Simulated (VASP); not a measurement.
All values below come from MS2 meta-GGA, VASP's PBE PAW potentials (set 64) (plane waves; VASP).

VASP ran on this input.

POSCAR:
```
GaSb
1
    0.0000000000     3.0500000000     3.0500000000
    3.0500000000     0.0000000000     3.0500000000
    3.0500000000     3.0500000000     0.0000000000
Ga Sb
1 1
Direct
  0.0000000000   0.0000000000   0.0000000000
  0.2500000000   0.2500000000   0.2500000000
```

### INCAR
```
SYSTEM = GaSb
PREC = Accurate
ENCUT = 520
EDIFF = 1E-6
NELM = 100
ALGO = Normal
LREAL = .FALSE.
LASPH = .TRUE.
ISMEAR = 0
SIGMA = 0.05
METAGGA = MS2
LMIXTAU = .TRUE.
LMAXMIX = 4
LWAVE = .FALSE.
LCHARG = .FALSE.
IBRION = 2
ISIF = 3
NSW = 60
EDIFFG = -0.01
```

KPOINTS:
```
Automatic
0
Gamma
  7 7 7
0 0 0
```

POTCAR, in this order: Ga_d Sb (PBE.64 set). Program: vasp_std.

Output

**OSZICAR**
```
       N       E                     dE             d eps       ncg     rms          rms(c)
DAV:   1     0.683188940921E+02    0.68319E+02   -0.81856E+03   520   0.162E+03
DAV:   2    -0.683600393999E+01   -0.75155E+02   -0.73233E+02   570   0.289E+02
DAV:   3    -0.115706928810E+02   -0.47347E+01   -0.47083E+01   655   0.657E+01
DAV:   4    -0.116483745958E+02   -0.77682E-01   -0.77656E-01   580   0.970E+00
DAV:   5    -0.116503552003E+02   -0.19806E-02   -0.19806E-02   675   0.144E+00    0.572E+00
DAV:   6    -0.484707567636E+01    0.68033E+01   -0.46087E+00   560   0.326E+01    0.265E+00
DAV:   7    -0.487601071742E+01   -0.28935E-01   -0.54756E-01   525   0.989E+00    0.124E+00
DAV:   8    -0.448511082535E+01    0.39090E+00   -0.89787E-01   520   0.108E+01    0.645E-01
DAV:   9    -0.478028589574E+01   -0.29518E+00   -0.15961E-01   530   0.507E+00    0.388E-01
DAV:  10    -0.471428105805E+01    0.66005E-01   -0.12690E-02   565   0.145E+00    0.421E-01
DAV:  11    -0.481398496719E+01   -0.99704E-01   -0.45930E-02   520   0.285E+00    0.137E-01
DAV:  12    -0.482335284444E+01   -0.93679E-02   -0.14602E-02   543   0.165E+00    0.123E-01
DAV:  13    -0.482426535468E+01   -0.91251E-03   -0.51067E-03   625   0.758E-01    0.106E-01
DAV:  14    -0.482529819251E+01   -0.10328E-02   -0.13602E-03   530   0.411E-01    0.845E-02
DAV:  15    -0.482531843041E+01   -0.20238E-04   -0.32931E-05   605   0.523E-02    0.846E-02
DAV:  16    -0.482541080838E+01   -0.92378E-04   -0.24319E-04   679   0.244E-01    0.511E-02
DAV:  17    -0.482572890820E+01   -0.31810E-03   -0.18586E-04   780   0.215E-01    0.408E-02
DAV:  18    -0.482576670174E+01   -0.37794E-04   -0.72558E-05   555   0.111E-01    0.337E-02
DAV:  19    -0.482586604770E+01   -0.99346E-04   -0.32089E-05   600   0.716E-02    0.379E-02
DAV:  20    -0.482586606387E+01   -0.16174E-07   -0.99469E-06   540   0.438E-02
   1 F= -.48258661E+01 E0= -.48258661E+01  d E =-.482587E+01
       N       E                     dE             d eps       ncg     rms          rms(c)
DAV:   1    -0.483095560117E+01   -0.50896E-02   -0.67037E-02   680   0.488E+00    0.394E-01
DAV:   2    -0.482661590349E+01    0.43397E-02   -0.69067E-03   645   0.173E+00    0.185E-01
DAV:   3    -0.482546917436E+01    0.11467E-02   -0.14225E-03   675   0.706E-01    0.398E-02
DAV:   4    -0.482548330081E+01   -0.14126E-04   -0.33513E-04   540   0.283E-01    0.107E-02
DAV:   5    -0.482555343776E+01   -0.70137E-04   -0.27993E-04   520   0.193E-01    0.145E-02
DAV:   6    -0.482561432005E+01   -0.60882E-04   -0.83770E-06   605   0.341E-02    0.760E-03
DAV:   7    -0.482564692012E+01   -0.32600E-04   -0.45041E-05   520   0.806E-02    0.197E-03
DAV:   8    -0.482565200775E+01   -0.50876E-05   -0.14783E-06   482   0.134E-02    0.166E-03
DAV:   9    -0.482565199622E+01    0.11524E-07   -0.73778E-08   260   0.343E-03
   2 F= -.48256520E+01 E0= -.48256520E+01  d E =0.214068E-03
       N       E                     dE             d eps       ncg     rms          rms(c)
DAV:   1    -0.482589303893E+01   -0.24103E-03   -0.32287E-03   680   0.106E+00    0.883E-02
DAV:   2    -0.482583339100E+01    0.59648E-04   -0.34724E-04   645   0.393E-01    0.413E-02
DAV:   3    -0.482582172569E+01    0.11665E-04   -0.67648E-05   685   0.154E-01    0.855E-03
DAV:   4    -0.482579162565E+01    0.30100E-04   -0.13486E-05   593   0.590E-02    0.226E-03
DAV:   5    -0.482577232585E+01    0.19300E-04   -0.14017E-05   520   0.447E-02    0.314E-03
DAV:   6    -0.482576225215E+01    0.10074E-04   -0.40866E-07   265   0.828E-03    0.197E-03
DAV:   7    -0.482575974624E+01    0.25059E-05   -0.30523E-06   520   0.213E-02    0.345E-04
DAV:   8    -0.482575929965E+01    0.44659E-06   -0.57905E-08   260   0.242E-03
   3 F= -.48257593E+01 E0= -.48257593E+01  d E =0.106764E-03
```

**OUTCAR**
```
------------------------ aborting loop because EDIFF is reached ----------------------------------------
  FORCE on cell =-STRESS in cart. coord.  units (eV):
  Direction    XX          YY          ZZ          XY          YZ          ZX
  --------------------------------------------------------------------------------------
  Total        0.0082311      0.0082311      0.0082311      0.0000000      0.0000000     -0.0000000
  in kB        0.2313901      0.2313901      0.2313901      0.0000000      0.0000000     -0.0000000
  external PRESSURE =       0.2313901 kB  Pullay stress =       0.0000000 kB
  volume of cell :       56.99
      direct lattice vectors                 reciprocal lattice vectors
     0.000000000  3.054441369  3.054441369    -0.163696054  0.163696054  0.163696054
     3.054441369  0.000000000  3.054441369     0.163696054 -0.163696054  0.163696054
     3.054441369  3.054441369  0.000000000     0.163696054  0.163696054 -0.163696054
  FREE ENERGIE OF THE ION-ELECTRON SYSTEM (eV)
  ---------------------------------------------------
  free  energy   TOTEN  =        -4.8257592997 eV

  energy  without entropy=       -4.8257592994  energy(sigma->0) =       -4.82575930

 reached required accuracy - stopping structural energy minimisation
```
(Selected blocks of OUTCAR.)

CONTCAR:
```
GaSb
   1.00000000000000
     0.0000000000000000    3.0544413685467950    3.0544413685467950
     3.0544413685467950    0.0000000000000000    3.0544413685467950
     3.0544413685467950    3.0544413685467950    0.0000000000000000
  Ga              Sb
     1     1
Direct
     0.0000000000000000    0.0000000000000000    0.0000000000000000
     0.2500000000000000    0.2500000000000000    0.2500000000000000
```

The compound is GaSb in the zinc blende structure. This run relaxes it. Symmetry was kept, so distortions that lower it aren't found.
